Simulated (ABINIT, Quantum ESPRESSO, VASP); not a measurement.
## One structure in several programs: HgPPt₅ (P4/mmm, 7 atoms in the cell)

Self-consistent single point.

```
CELL_PARAMETERS angstrom
      3.93904     0.00000     0.00000
      0.00000     3.93904     0.00000
      0.00000     0.00000     7.20984
ATOMIC_POSITIONS crystal
  Hg 0.50000 0.50000 0.00000
  P  0.00000 0.00000 0.50000
  Pt 0.00000 0.50000 0.30307
  Pt 0.00000 0.50000 0.69693
  Pt 0.50000 0.00000 0.30307
  Pt 0.50000 0.00000 0.69693
  Pt 0.00000 0.00000 0.00000
```

All programs got the same cell, k-point mesh and kind of occupations (in Quantum ESPRESSO's words: occupations = smearing; smearing = fd; degauss = 0.0099958 Ry; K_POINTS = automatic 6 6 3 0 0 0); potentials, basis and cutoffs are each program's usual ones.

```csv
code,model,pressure (GPa),largest force (eV/Å),cutoff
Quantum ESPRESSO,"PBEsol, GBRV 1.5 ultrasoft (PBESOL) pseudopotentials",-5.41,0.032,40 Ry
VASP,"PBEsol, VASP's PBE PAW potentials (set 64)",-4.86,0.035,300 eV
ABINIT,"PBEsol, norm-conserving pseudopotentials (PseudoDojo nc-sr-04 PBEsol standard)",-4.84,0.060,42 Ha
```

The spread over the programs that give each value: pressure within 0.57 GPa; largest force within 0.028 eV/Å.

The starting cell comes from a database of computed structures (which also holds hypothetical and non-ambient phases and stackings), without a prior relaxation at this level. On Quantum ESPRESSO's run: Spin-orbit coupling is off. Spin polarisation is off; with an odd number of electrons in the cell that forces a metal, and a magnetic state may lie lower. In the base run, with a pressure of about -5 GPa the cell is away from its equilibrium volume at this level.

Problem. Why do the programs differ, and what cannot be compared?

Solution. Differences of this kind can come from the potentials, where these differ, and from what each basis and cutoff leave unconverged. The valence holds different numbers of electrons (Quantum ESPRESSO 97, VASP 67, ABINIT 115). The zero of total energies and Fermi levels follows the potentials and each program's conventions, so they are not compared here.

VASP's run is marked for a possible Pulay error in its stress at this cutoff; no cutoff test was made.

Left out of this page: Ansatz, GPAW, CP2K, Elk, FLEUR and SIESTA (not drawn, or without a comparable value).
